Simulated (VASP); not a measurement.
Consider the following.

```
CELL_PARAMETERS angstrom
     -2.56020     2.56020     2.56020
      2.56020    -2.56020     2.56020
      2.56020     2.56020    -2.56020
ATOMIC_POSITIONS crystal
  Ba 0.00000 0.00000 0.00000
```

All values below come from PBE GGA with spin-orbit coupling, VASP's PBE PAW potentials (set 64) (plane waves; VASP 6.6.1). Run with 400 eV cut-off, 9×9×9 Γ-centred mesh, first-order Methfessel-Paxton smearing of 0.10 eV, potentials Ba_sv.

Question: Estimate the energy per atom (σ→0), band gap (on the k-mesh) with the smallest direct gap where there is one.

Answer: 
```yaml
band gap (on the k-mesh): none (metal, semimetal or under 0.01 eV)
energy per atom (σ→0): -2100 meV/atom
```

Total energies compare only between runs with the same potentials, cut-off and functional.

The compound is Ba in the bcc structure. The cell was not relaxed at this level. The run is one of a series of settings (GGA_COMPAT = .FALSE., LSORBIT = .TRUE., MAGMOM = 0 0 0, program vasp_ncl against the base run), some of them coarse on purpose.
